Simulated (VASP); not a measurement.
Data:

```xyz
1
Lattice="-2.4616 2.4616 2.4616 2.4616 -2.4616 2.4616 2.4616 2.4616 -2.4616" Properties=species:S:1:pos:R:3 pbc="T T T"
Ba    -2.4616     2.4616     2.4616
```

Level of theory: rev-vdW-DF2, VASP's PBE PAW potentials (set 64) (plane waves; VASP). Run with 520 eV cut-off, 12×12×12 Γ-centred mesh, tetrahedra with Blöchl corrections, potentials Ba_sv.

Unless said otherwise, spin-orbit coupling is left out, though it shifts the bands of the heavy elements here.

Q: Tabulate the total density of states (states/eV per cell) against energy (eV; zero at the valence-band maximum or, without a gap, the Fermi level).

A: 
```
E (eV) | DOS (states/eV)
    -9.90 |  0.00
    -9.70 |  0.00
    -9.59 |  0.00
    -9.38 |  0.00
    -9.18 |  0.00
    -9.07 |  0.00
    -8.87 |  0.00
    -8.76 |  0.00
    -8.55 |  0.00
    -8.35 |  0.00
    -8.24 |  0.00
    -8.04 |  0.00
    -7.83 |  0.00
    -7.72 |  0.00
    -7.52 |  0.00
    -7.41 |  0.00
    -7.21 |  0.00
    -7.00 |  0.00
    -6.89 |  0.00
    -6.69 |  0.00
    -6.48 |  0.00
    -6.38 |  0.00
    -6.17 |  0.00
    -5.96 |  0.00
    -5.86 |  0.00
    -5.65 |  0.00
    -5.54 |  0.00
    -5.34 |  0.00
    -5.13 |  0.00
    -5.03 |  0.00
    -4.82 |  0.00
    -4.61 |  0.00
    -4.51 |  0.00
    -4.30 |  0.00
    -4.09 |  0.00
    -3.99 |  0.00
    -3.78 |  0.00
    -3.68 |  0.00
    -3.47 |  0.00
    -3.26 |  0.00
    -3.16 |  0.00
    -2.95 |  0.00
    -2.74 |  0.00
    -2.64 |  0.04
    -2.43 | # 0.11
    -2.33 | # 0.14
    -2.12 | # 0.18
    -1.91 | ## 0.23
    -1.81 | ## 0.26
    -1.60 | ## 0.32
    -1.40 | ### 0.41
    -1.29 | ### 0.46
    -1.08 | ##### 0.62
    -0.88 | ######## 1.13
    -0.77 | ########## 1.32
    -0.56 | ########## 1.38
    -0.46 | ############ 1.58
    -0.25 | ################## 2.43
    -0.05 | ########## 1.31
     0.06 | ######## 1.07
     0.27 | ###### 0.75
     0.47 | ######### 1.15
     0.58 | ############################ 3.71
     0.78 | ############################## 4.00
     0.99 | ######################## 3.18
     1.09 | ############################ 3.78
     1.30 | ################ 2.15
     1.41 | ############ 1.55
     1.61 | ######### 1.22
     1.82 | ##### 0.62
     1.93 | ### 0.35
     2.13 | #### 0.55
     2.34 | ######### 1.19
     2.44 | ########## 1.35
     2.65 | ########### 1.52
     2.75 | ############ 1.61
     2.96 | ############### 2.03
     3.17 | ############## 1.87
     3.27 | ############### 1.96
     3.48 | ########### 1.41
```
Within 2 eV below the Fermi level the largest weight inside VASP's projection spheres is Ba d, then Ba s.

The compound is Ba in the bcc structure. It was relaxed first, which changed the volume by -6 %.
